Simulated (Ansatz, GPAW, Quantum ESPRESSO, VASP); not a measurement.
## One structure in several programs: SiOs (P2_13, 8 atoms in the cell)

Self-consistent single point.

```
SiOs
1.0
    4.76599     0.00000     0.00000
    0.00000     4.76599     0.00000
    0.00000     0.00000     4.76599
Si Os
4 4
Direct
  0.16476   0.33524   0.66476
  0.33524   0.66476   0.16476
  0.66476   0.16476   0.33524
  0.83524   0.83524   0.83524
  0.87717   0.62283   0.37717
  0.62283   0.37717   0.87717
  0.37717   0.87717   0.62283
  0.12283   0.12283   0.12283
```

All programs got the same cell, k-point mesh and kind of occupations (some realise fixed ones as a very narrow smearing) (in Ansatz's words: kpoints.mp_grid.grid = 6 6 6; scf.occupations.method = fixed); potentials, basis and cutoffs are each program's usual ones.

```csv
code,model,pressure (GPa),largest force (eV/Å),gap on the mesh (eV),cutoff
Ansatz,"LDA (PW92), PAW files made with PBE",-6.83,0.070,0.512,420 eV
GPAW,"LDA (Perdew-Wang 92), GPAW PAW datasets LDA (gpaw-data 1.0.1)",-7.26,0.065,0.505,600 eV
VASP,"LDA (PZ), VASP's LDA PAW potentials (set 64)",-6.99,0.047,0.499,300 eV
Quantum ESPRESSO,"LDA (PZ), GBRV 1.5 ultrasoft (LDA) pseudopotentials",-6.85,0.071,0.517,40 Ry
```

Size of the force on each atom (eV/Å): Sizes of forces hide their directions.

```csv
code,Si1,Si2,Si3,Si4,Os5,Os6,Os7,Os8
Ansatz,0.033,0.033,0.033,0.033,0.070,0.070,0.070,0.070
GPAW,0.050,0.050,0.050,0.050,0.065,0.065,0.065,0.065
VASP,0.021,0.021,0.021,0.021,0.047,0.047,0.047,0.047
Quantum ESPRESSO,0.030,0.030,0.030,0.030,0.071,0.071,0.071,0.071
```

Gaps are read on the mesh.

The spread over the programs that give each value: pressure within 0.43 GPa; largest force within 0.024 eV/Å; gap on the mesh within 0.018 eV.

The starting cell comes from a database of computed structures (which also holds hypothetical and non-ambient phases and stackings), without a prior relaxation at this level. On Ansatz's run: Spin-orbit coupling is off. In the base run, with a pressure of about -7 GPa the cell is away from its equilibrium volume at this level.

### Question
Why do the programs differ, and what cannot be compared?

### Answer
Differences of this kind can come from the potentials, where these differ, and from what each basis and cutoff leave unconverged. The valence holds different numbers of electrons (Ansatz (a quantum-chemistry and plane-wave program) 80, GPAW 72, VASP 48, Quantum ESPRESSO 80). The zero of total energies and Fermi levels follows the potentials and each program's conventions, so they are not compared here. Ansatz's pressure is given at a fixed set of plane waves, as the other plane-wave codes print theirs; with its correction for the finite basis it is -6.77 GPa. The same LDA comes in different parametrisations, which differ slightly.

VASP's run is marked for a possible Pulay error in its stress at this cutoff; no cutoff test was made.

VASP ran the fixed occupations as a Gaussian smearing of 0.01 eV.

Left out of this page: ABINIT, CP2K, FLEUR and SIESTA (not drawn, or without a comparable value); Elk (unsound by tests on forces, stress, charge or solver warnings).

Keys are those of Ansatz 0.2.
